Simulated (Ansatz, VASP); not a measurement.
**FeO (Wuestite) in two plane-wave programs**

One calculation is typed for both programs; each brings its own data sets and cutoff. How far apart do they land?

Calculated with Ansatz 0.2.0; plane waves, with VASP 6.6.1 beside it; relaxation of cell and atoms at PBE.

## (1) Starting point

It takes space group Fm-3m (No. 225, cubic). The conventional cell has a = 4.326 Å, b = 4.326 Å, c = 4.326 Å, α = 90.00°, β = 90.00°, γ = 90.00°. Fe has 6 O at 2.16 Å nearest. Nearest to O lie 6 Fe at 2.16 Å. Farther neighbours and most contacts between anions are not listed.

## (2) VASP: relaxation of cell and atoms, PBE

The relaxed volume is the usual yardstick between codes: its relative difference is about their pressure difference at one cell divided by the bulk modulus.

Lines of VASP's logs that name or quote its potential files are left out, and so is its time.

INCAR

```
SYSTEM = FeO
PREC = Accurate
ENCUT = 560
EDIFF = 1E-06
NELM = 100
ISMEAR = -1
SIGMA = 0.05
LREAL = .FALSE.
ALGO = Normal
GGA = PE
NBANDS = 14
ISPIN = 2
MAGMOM = 3 0
LMAXMIX = 4
LORBIT = 11
LWAVE = .FALSE.
LCHARG = .FALSE.
KPAR = 2
IBRION = 2
NSW = 60
ISIF = 3
EDIFFG = -0.01
```

POSCAR

```
FeO
1.0
    0.0000000000      2.1630000000      2.1630000000
    2.1630000000      0.0000000000      2.1630000000
    2.1630000000      2.1630000000      0.0000000000
Fe O
1 1
Direct
    0.0000000000      0.0000000000      0.0000000000
    0.5000000000      0.5000000000      0.5000000000
```

KPOINTS

```
Automatic mesh
0
Gamma
8 8 8
0 0 0
```

The projector-augmented-wave data sets are Fe and O (PBE family, release 64).

On the command line:

```bash
$ mpirun -np 2 vasp_std
```

Numbers of over 12 decimals in the logs are rounded to 6 here.

What it wrote:

```text
[banner, memory and clock lines left out]
running    2 mpi-ranks, on    1 nodes
 distrk:  each k-point on    1 cores,    2 groups
 distr:  one band on    1 cores,    1 groups

 POSCAR found type information on POSCAR FeO
 POSCAR found :  2 types and       2 ions
 LDA part: xc-table for (Slater+PW92), standard interpolation
 POSCAR, INCAR and KPOINTS ok, starting setup
 FFT: planning ... GRIDC
 FFT: planning ... GRID_SOFT
 FFT: planning ... GRID
 WAVECAR not read
 entering main loop
       N       E                     dE             d eps       ncg     rms          rms(c)
DAV:   1     0.758707513978E+02    0.75871E+02   -0.72559E+03  1728   0.120E+03
DAV:   2    -0.121102853185E+02   -0.87981E+02   -0.76264E+02  1798   0.246E+02
DAV:   3    -0.173248819212E+02   -0.52146E+01   -0.50815E+01  1786   0.673E+01
DAV:   4    -0.173738883985E+02   -0.49006E-01   -0.48985E-01  1840   0.642E+00
DAV:   5    -0.173744012604E+02   -0.51286E-03   -0.51286E-03  1780   0.688E-01    0.175E+01
DAV:   6    -0.155788707619E+02    0.17955E+01   -0.19678E+01  1980   0.717E+01    0.198E+01
DAV:   7    -0.149610264026E+02    0.61784E+00   -0.35408E+00  1932   0.424E+01    0.928E+00
DAV:   8    -0.149533095428E+02    0.77169E-02   -0.21436E-01  1926   0.533E+00    0.528E+00
DAV:   9    -0.149360083948E+02    0.17301E-01   -0.81353E-02  2580   0.524E+00    0.103E+00
DAV:  10    -0.149330135204E+02    0.29949E-02   -0.20887E-02  2224   0.336E+00    0.152E-01
DAV:  11    -0.149331786132E+02   -0.16509E-03   -0.28919E-03  2106   0.605E-01    0.638E-02
DAV:  12    -0.149331927912E+02   -0.14178E-04   -0.52673E-05  1926   0.817E-02    0.432E-02
DAV:  13    -0.149332060825E+02   -0.13291E-04   -0.30870E-05  2130   0.759E-02    0.168E-02
DAV:  14    -0.149332084944E+02   -0.24118E-05   -0.36694E-06  1696   0.210E-02    0.675E-03
DAV:  15    -0.149332081967E+02    0.29771E-06   -0.32054E-07   872   0.699E-03
   1 F= -.14933208E+02 E0= -.14926328E+02  d E =-.149332E+02  mag=     4.0014
 curvature:   0.00 expect dE= 0.000E+00 dE for cont linesearch  0.000E+00
 trial: gam= 0.00000 g(F)=  0.142E-59 g(S)=  0.476E-02 ort = 0.000E+00 (trialstep = 0.100E+01)
 search vector abs. value=  0.476E-02
 bond charge predicted
       N       E                     dE             d eps       ncg     rms          rms(c)
DAV:   1    -0.149641053134E+02   -0.30897E-01   -0.57697E-01  1702   0.117E+01    0.144E+00
DAV:   2    -0.149348946774E+02    0.29211E-01   -0.53880E-02  1876   0.311E+00    0.930E-01
DAV:   3    -0.149343891471E+02    0.50553E-03   -0.47663E-03  1858   0.127E+00    0.511E-01
DAV:   4    -0.149340837982E+02    0.30535E-03   -0.28234E-04  1896   0.258E-01    0.209E-01
DAV:   5    -0.149339053646E+02    0.17843E-03   -0.12455E-04  1782   0.141E-01    0.418E-02
DAV:   6    -0.149339134149E+02   -0.80503E-05   -0.83005E-06  2176   0.536E-02    0.123E-02
DAV:   7    -0.149339135913E+02   -0.17642E-06   -0.10788E-06   972   0.118E-02
   2 F= -.14933914E+02 E0= -.14927198E+02  d E =-.705395E-03  mag=     4.0001
 trial-energy change:   -0.000705  1 .order   -0.000746   -0.004758    0.003265
 step:   0.5856(harm=  0.5930)  dis= 0.00000  next Energy=   -14.934593 (dE=-0.138E-02)
 bond charge predicted
       N       E                     dE             d eps       ncg     rms          rms(c)
DAV:   1    -0.149397803503E+02   -0.58669E-02   -0.99966E-02  1690   0.488E+00    0.596E-01
DAV:   2    -0.149347652589E+02    0.50151E-02   -0.93390E-03  1882   0.128E+00    0.385E-01
DAV:   3    -0.149346732610E+02    0.91998E-04   -0.86551E-04  1926   0.565E-01    0.212E-01
DAV:   4    -0.149346174626E+02    0.55798E-04   -0.54886E-05  1924   0.117E-01    0.892E-02
DAV:   5    -0.149345849339E+02    0.32529E-04   -0.19992E-05  1788   0.551E-02    0.190E-02
DAV:   6    -0.149345872713E+02   -0.23374E-05   -0.12159E-06  1100   0.207E-02    0.572E-03
DAV:   7    -0.149345873726E+02   -0.10128E-06   -0.47416E-07   848   0.989E-03
   3 F= -.14934587E+02 E0= -.14927804E+02  d E =-.137918E-02  mag=     4.0005
 curvature:  -0.30 expect dE=-0.606E-08 dE for cont linesearch -0.606E-08
 trial: gam= 0.00000 g(F)=  0.246E-59 g(S)=  0.204E-07 ort =-0.986E-05 (trialstep = 0.917E+00)
 search vector abs. value=  0.205E-07
 reached required accuracy - stopping structural energy minimisation
```

OUTCAR, selected parts (step 2):

```text
ion  position               nearest neighbor table
   1  0.000  0.000  0.000-   2 2.16   2 2.16   2 2.16   2 2.16   2 2.16   2 2.16
   2  0.500  0.500  0.500-   1 2.16   1 2.16   1 2.16   1 2.16   1 2.16   1 2.16

  LATTYP: Found a face centered cubic cell.
 ALAT       =     4.3260000000

 Subroutine GETGRP returns: Found 48 space group operations
 (whereof 48 operations were pure point group operations)

The static configuration has the point symmetry O_h .

 Found     29 irreducible k-points:

   k-points           NKPTS =     29   k-points in BZ     NKDIM =     29   number of bands    NBANDS=     14

   dimension x,y,z NGX =    24 NGY =   24 NGZ =   24
   dimension x,y,z NGXF=    48 NGYF=   48 NGZF=   48

   ENCUT  =  560.0 eV  41.16 Ry    6.42 a.u.   5.90  5.90  5.90*2*pi/ulx,y,z

   NELECT =      14.0000    total number of electrons

 k-points in reciprocal lattice and weights: Automatic mesh
   0.00000000  0.00000000  0.00000000       0.002
   0.12500000  0.00000000  0.00000000       0.016
   0.25000000  0.00000000  0.00000000       0.016
   0.37500000  0.00000000  0.00000000       0.016
   0.50000000  0.00000000  0.00000000       0.008
   0.12500000  0.12500000  0.00000000       0.012
   0.25000000  0.12500000  0.00000000       0.047
   0.37500000  0.12500000  0.00000000       0.047
   0.50000000  0.12500000  0.00000000       0.047
[...]
-0.37500000  0.50000000  0.12500000       0.023
  -0.25000000  0.50000000  0.25000000       0.012

 average (electrostatic) potential at core
       1 -44.1698       2 -70.2972

 E-fermi :   6.2130

 spin component 1
 k-point     1 :       0.0000    0.0000    0.0000
  band No.  band energies     occupation
    ...
      5       2.4105      1.00000
      6       2.4105      1.00000
      7       2.4105      1.00000
      8       2.5414      1.00000
      9       2.5414      1.00000
     10       6.2971      0.15680
     11      21.6734      0.00000
     12      23.2345      0.00000
     13      23.2345      0.00000
     14      23.2345      0.00000

 k-point     2 :       0.1250    0.0000    0.0000
  band No.  band energies     occupation
    ...
      5       2.4483      1.00000
      6       2.4483      1.00000
      7       2.7890      1.00000
      8       3.6817      1.00000
      9       3.6817      1.00000
     10       7.2966      0.00000
     11      19.4815      0.00000
     12      22.6841      0.00000
     13      22.6841      0.00000
     14      24.1036      0.00000

 k-point     3 :       0.2500    0.0000    0.0000
  band No.  band energies     occupation
    ...
      5       2.7182      1.00000
      6       2.7182      1.00000
      7       3.1050      1.00000
      8       4.7843      1.00000
      9       4.7843      1.00000
     10       8.9695      0.00000
     11      16.8008      0.00000
     12      20.9338      0.00000
     13      20.9338      0.00000
     14      24.6476      0.00000

 k-point     4 :       0.3750    0.0000    0.0000
  band No.  band energies     occupation
    ...
      5       3.0020      1.00000
      6       3.0020      1.00000
      7       3.4900      1.00000
      8       5.5808      1.00000
      9       5.5808      1.00000
     10      10.0715      0.00000
     11      15.1040      0.00000
     12      19.3592      0.00000
     13      19.3593      0.00000
     14      25.2493      0.00000

 k-point     5 :       0.5000    0.0000    0.0000
  band No.  band energies     occupation
    ...
      5       3.1239      1.00000
      6       3.1239      1.00000
      7       3.6917      1.00000
      8       5.8780      0.99877
      9       5.8780      0.99877
     10      10.2940      0.00000
     11      14.6771      0.00000
     12      18.7595      0.00000
     13      18.7595      0.00000
     14      25.6770      0.00000

 k-point     6 :       0.1250    0.1250    0.0000
  band No.  band energies     occupation
    ...
      5       2.1770      1.00000
      6       2.5971      1.00000
      7       3.1286      1.00000
      8       3.1286      1.00000
      9       3.6755      1.00000
     10       7.7266      0.00000
     11      19.7116      0.00000
     12      22.0051      0.00000
     13      22.0051      0.00000
     14      22.6973      0.00000

  Total        0.0005313      0.0005313      0.0005313      0.0000000      0.0000000      0.0000000
  in kB        0.0425196      0.0425196      0.0425196      0.0000000      0.0000000      0.0000000
  external PRESSURE =       0.0425196 kB  Pullay stress =       0.0000000 kB

  energy-cutoff  :      560.00
  volume of cell :       20.02
      direct lattice vectors                 reciprocal lattice vectors
     0.000000000  2.155165899  2.155165899    -0.232000701  0.232000701  0.232000701
     2.155165899  0.000000000  2.155165899     0.232000701 -0.232000701  0.232000701
     2.155165899  2.155165899  0.000000000     0.232000701  0.232000701 -0.232000701

 POSITION                                       TOTAL-FORCE (eV/Angst)
 -----------------------------------------------------------------------------------
      0.00000      0.00000      0.00000        -0.000000      0.000000      0.000000
      2.15517      2.15517      2.15517         0.000000     -0.000000     -0.000000
 -----------------------------------------------------------------------------------
    total drift:                                0.000000     -0.000000      0.000000

  FREE ENERGIE OF THE ION-ELECTRON SYSTEM (eV)
  ---------------------------------------------------
  free  energy   TOTEN  =       -14.9345873726 eV

  energy  without entropy=      -14.9210215840  energy(sigma->0) =      -14.92780448

 reached required accuracy - stopping structural energy minimisation

 total charge
# of ion       s       p       d       tot
------------------------------------------
    1        0.288   0.359   6.086   6.732
    2        1.554   3.439   0.000   4.993
--------------------------------------------------
tot          1.841   3.797   6.086  11.725

 magnetization (x)
# of ion       s       p       d       tot
------------------------------------------
    1        0.027   0.021   3.571   3.620
    2        0.030   0.271   0.000   0.301
--------------------------------------------------
tot          0.057   0.292   3.571   3.920

[... 6 further parts left out ...]
```

Oxides and halides of Fe are often magnetic insulators, and a metal at this level, without U or exact exchange, may be an artefact.

(Part 1 of 2 ends here.)

[Lines on the potential files, build, host, timing and source positions are cut from VASP's logs without a mark.]

[Logs are printed without paths, hosts, clocks, repeated set-up lines and the standing remarks that a program may print on its own settings, such as how far it seeks lower states.]

[Hosts, paths, dates, database ids (printed as entryN), source tags and the programs' standing remarks are cut or masked in the printed files.]
